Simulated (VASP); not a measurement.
An input for Quantum ESPRESSO's pw.x (written as the equivalent of a VASP run, and not itself run):

```
&CONTROL
  calculation = 'scf'
  pseudo_dir = './pseudo'
  outdir = './out'
  tprnfor = .true.
  tstress = .true.
/
&SYSTEM
  ibrav = 0
  nat = 2
  ntyp = 2
  ecutwfc = 84
  occupations = 'smearing'
  smearing = 'methfessel-paxton'
  degauss = 0.00735
  input_dft = 'pbe'
/
&ELECTRONS
  conv_thr = 7.3e-08
  electron_maxstep = 100
/
ATOMIC_SPECIES
  V 50.941 V.upf
  N 14.007 N.upf
CELL_PARAMETERS angstrom
     0.0000000    2.1314180    2.0448340
     2.0216050    0.0000000    2.0448340
     2.0216050    2.1314180    0.0000000
ATOMIC_POSITIONS crystal
  V    0.0000000  0.0000000  0.0000000
  N    0.4764940  0.5235060  0.5235060
K_POINTS automatic
  14 14 14 0 0 0
HUBBARD {ortho-atomic}
U V-3d 1
```

### Question
Write the VASP files for the same calculation (PBE+U).

### Answer
Several could match; the one computed here: 
KPOINTS:
```
Automatic
0
gamma
14 14 14
0 0 0
```

File POSCAR:
```
VN
2.9536910
  0.0000000000   0.7216117055   0.6922978741
  0.6844334766   0.0000000000   0.6922978741
  0.6844334766   0.7216117055   0.0000000000
V N
1 1
Cart
  0.0000000000   0.0000000000   0.0000000000
  0.7166100632   0.7216117055   0.6922978741
```

INCAR:
```
ALGO = Normal
EDIFF = 1E-6
ENCUT = 520
GGA = PE
ISIF = 2
ISMEAR = 1
LASPH = .True.
LCHARG = .False.
LDAU = .True.
LDAUJ = 0 0
LDAUL = 2 -1
LDAUPRINT = 1
LDAUTYPE = 2
LDAUU = 1.0 0
LMAXMIX = 4
LORBIT = 10
LREAL = .False.
LWAVE = .False.
NELM = 100
PREC = Accurate
SIGMA = 0.1
SYSTEM = VN
```

POTCAR, in this order: V_sv N (PBE.64 set). Program: vasp_std.

The two are equivalent in intent, not identical: the potentials are each code's own (VASP's PAW set, PseudoDojo norm-conserving files in pw.x), so ENCUT and ecutwfc are chosen apart and not converted; conv_thr bounds pw.x's estimated SCF error, while EDIFF bounds the energy change between steps; the +U projectors differ (PAW spheres against orthogonalised atomic orbitals), so the same U acts differently.

The compound is VN in the rock salt structure, which distorts at low temperature. The cell was not relaxed at this level, atoms are displaced from their ideal sites. The run is one of a series of settings (LDAU = .TRUE., LDAUJ = 0 0, LDAUL = 2 -1, LDAUTYPE = 2, LDAUU = 1.0 0 against the base run), some of them coarse on purpose.
